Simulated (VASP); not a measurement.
Zn2SnO3:

```
CELL_PARAMETERS angstrom
2.72202 -4.69927 0.00000
2.72202 4.69927 0.00000
-0.01922 0.00000 3.14667
ATOMIC_POSITIONS crystal
Zn 0.66400 0.33600 0.00000
Zn 0.33600 0.66400 0.00000
Sn 0.00000 0.00000 0.00000
O 0.50000 0.50000 0.50000
O 0.00000 0.50000 0.50000
O 0.50000 0.00000 0.50000
```

The cell was built by a generator and needn't be a form met in nature.

- Program: VASP 6.6.1
- Task: relaxation of cell and atoms
- Functional: PBE
- Potentials or basis: VASP PAW PBE potentials, release 64 (Zn, Sn_d, O)
- Cutoff: 520 eV
- k mesh: 3 × 3 × 4
- Occupations: gaussian, width 0.15 eV
- Spin: no spin polarisation

At the start: pressure -9.0 GPa; volume 13.42 Å³/atom.

**Question.** How do energy, volume and symmetry change on relaxing?

**Answer.** Over 7 steps the energy falls by 155.8 meV/atom and the volume is 12.45 Å³/atom (-7.2 %); space group C2/m (No. 12, to 0.05 Å).

The path:
| step | energy change (eV) | largest force (eV/Å) | pressure (GPa) | volume (Å³) |
| --- | --- | --- | --- | --- |
| 1 | 0.0000 | 0.1960 | -8.98 | 80.50 |
| 2 | -0.8702 | 0.1962 | 5.82 | 71.62 |
| 3 | -0.9020 | 0.2009 | 3.30 | 72.78 |
| 4 | -0.9022 | 0.2020 | 2.87 | 72.94 |
| 5 | -0.9341 | 0.0727 | -0.58 | 74.99 |
| 6 | -0.9340 | 0.0808 | -0.36 | 74.93 |
| 7 | -0.9350 | 0.0343 | 0.49 | 74.72 |

Final structure:
```xyz
6
Lattice="2.7752 -4.7966 -0.0046 2.7752 4.7966 -0.0046 -0.0245 0.0000 2.8068" Properties=species:S:1:pos:R:3 pbc="T T T"
Zn    2.7752   -1.5952   -0.0046
Zn    2.7752    1.5952   -0.0046
Sn   -0.0245    0.0000    2.8068
O     2.7630    0.0000    1.3988
O     1.3754    2.3983    1.4011
O     1.3754   -2.3983    1.4011
```

Caveat: the k mesh is coarse (spacing up to 0.50 Å⁻¹), so the values aren't converged.
